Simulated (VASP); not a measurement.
OSZICAR of a VASP run on ZrC (rock salt):

**OSZICAR**
```
       N       E                     dE             d eps       ncg     rms          rms(c)
DAV:   1     0.123593949021E+03    0.12359E+03   -0.99717E+03  2496   0.155E+03
DAV:   2    -0.179327027285E+02   -0.14153E+03   -0.13278E+03  2896   0.361E+02
DAV:   3    -0.244544887372E+02   -0.65218E+01   -0.64009E+01  3660   0.702E+01
DAV:   4    -0.247073418182E+02   -0.25285E+00   -0.25262E+00  3256   0.126E+01
DAV:   5    -0.247142309468E+02   -0.68891E-02   -0.68886E-02  3656   0.168E+00    0.229E+01
DAV:   6    -0.214601411015E+02    0.32541E+01   -0.16245E+01  2816   0.285E+01    0.899E+00
DAV:   7    -0.213027164601E+02    0.15742E+00   -0.77936E-01  2924   0.737E+00    0.664E+00
DAV:   8    -0.212847873009E+02    0.17929E-01   -0.15252E-01  2648   0.328E+00    0.164E+00
DAV:   9    -0.212797115599E+02    0.50757E-02   -0.32737E-02  2936   0.117E+00    0.475E-01
DAV:  10    -0.212797791739E+02   -0.67614E-04   -0.18747E-03  2996   0.538E-01    0.350E-01
DAV:  11    -0.212795954095E+02    0.18376E-03   -0.66102E-04  2740   0.198E-01    0.174E-02
DAV:  12    -0.212795946203E+02    0.78920E-06   -0.10454E-05  3532   0.355E-02    0.943E-03
DAV:  13    -0.212795944426E+02    0.17762E-06   -0.31399E-07  1568   0.533E-03
   1 F= -.21279594E+02 E0= -.21279519E+02  d E =-.212796E+02
```

Question: Which electronic solver shows in the log?

Answer: It is blocked Davidson (ALGO = Normal, or the opening steps of other solvers). The INCAR had ALGO = Normal.

Question: Can the final energy be trusted as converged?

Answer: The calculation finished and met its thresholds. It stopped with EDIFF = 1E-6, NELM = 100, NSW = 40 and EDIFFG = -0.02 after 1 ionic step (LDA (Ceperley-Alder, Perdew-Zunger), plane waves, VASP's LDA PAW potentials (set 64)).

The compound is ZrC in the rock salt structure. It was relaxed first.
